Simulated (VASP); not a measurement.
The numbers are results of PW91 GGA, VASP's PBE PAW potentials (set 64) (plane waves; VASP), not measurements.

Input for VASP

POSCAR:
```
AlFe
1.0
  2.9075420000   0.0000000000   0.0000000000
  0.0000000000   2.9075420000   0.0000000000
  0.0000000000   0.0000000000   2.9075420000
Al Fe
1 1
Cart
  0.0000000000   0.0000000000   0.0000000000
  1.4537710000   1.4537710000   1.4537710000
```

INCAR:
```
ALGO = Normal
EDIFF = 1E-6
ENCUT = 300
GGA = 91
ISIF = 2
ISMEAR = 0
ISPIN = 2
LASPH = T
LCHARG = F
LMAXMIX = 4
LORBIT = 11
LREAL = F
LWAVE = F
NELM = 100
PREC = Accurate
SIGMA = 0.1
SYSTEM = AlFe
```

KPOINTS:
```
Regular mesh
0
gamma
  11 11 11
```

POTCAR, in this order: Al Fe (PBE.64 set). Program: vasp_std. The INCAR's line for the spin-polarised start is left out here.

Question: What will the output report for the number of irreducible k-points (NKPTS), largest plane-wave count, number of space-group operations, FFT grid (NGX, NGY, NGZ)?

Answer: 
```yaml
number of irreducible k-points (NKPTS): 56
largest_plane_wave_count: 296
number_of_space_group_operations: 48
FFT grid (NGX, NGY, NGZ): 16 × 16 × 16
```

The structure comes from a computed database's AlFe entry; how it stands against other phases isn't given here. The cell was not relaxed at this level. The run is one of a series of settings (GGA = 91 against the base run), some of them coarse on purpose.
